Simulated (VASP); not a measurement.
Input:

```yaml
crystal:
  lattice:
    - [0.00000, 2.71031, 2.71031]
    - [2.71031, 0.00000, 2.71031]
    - [2.71031, 2.71031, 0.00000]
  atoms:
    - { symbol: K, position: [0.00000, 0.00000, 0.00000] }
    - { symbol: F, position: [0.50000, 0.50000, 0.50000] }
```

These are HSEsol screened hybrid, VASP's PBE PAW potentials (set 64) (plane waves; VASP 6.6.1) values and carry that method's errors. Run with 520 eV cut-off, 6×6×6 Γ-centred mesh, Gaussian smearing of 0.050 eV, potentials K_sv F.

**Question.** Estimate the energy per atom (σ→0), pressure, band gap (over the mesh, the named points and PBE's band edges) with the smallest direct gap where there is one.

**Answer.** 
- band gap (over the mesh, the named points and PBE's band edges) = 7.86 eV
- smallest direct gap (over the mesh, the named points and PBE's band edges) = 7.86 eV
- energy per atom (σ→0) = -5.081 eV/atom
- pressure = -2.17 GPa

Total energies compare only between runs with the same potentials, cut-off and functional.

The compound is KF in the rock salt structure. It was relaxed first.
